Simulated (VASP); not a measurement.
Input:

```xyz
3
Lattice="4.3431 0.0000 0.0000 -2.1715 3.7612 0.0000 0.0000 0.0000 5.2780" Properties=species:S:1:pos:R:3 pbc="T T T"
Sb    -0.7238     3.7612     4.3983
Sb     3.6192     1.2538     0.8797
Sb     1.4477     2.5075     2.6390
```

All values below come from PBEsol GGA, VASP's PBE PAW potentials (set 64) (plane waves; VASP). Settings: 400 eV cut-off, Gaussian smearing of 0.050 eV, potentials Sb.

Without a dispersion term in the relaxation, distances and binding between the weakly bound layers, chains or molecules are unreliable, and so is what depends on them. Unless said otherwise, spin-orbit coupling is left out, though it shifts the bands of the heavy elements here.

Predict the band gap (along the path) with the smallest direct gap where there is one.

* **band gap (along the path)**: none (metal, semimetal or under 0.01 eV)

The absolute energy has meaning only against runs of the same code, potentials and settings.

The structure was generated: Sb was put into the trigonal-Se type (P3_121), which need not be its known phase. It was relaxed first, which changed the volume by -34 %. The relaxed cell has space group R-3m.
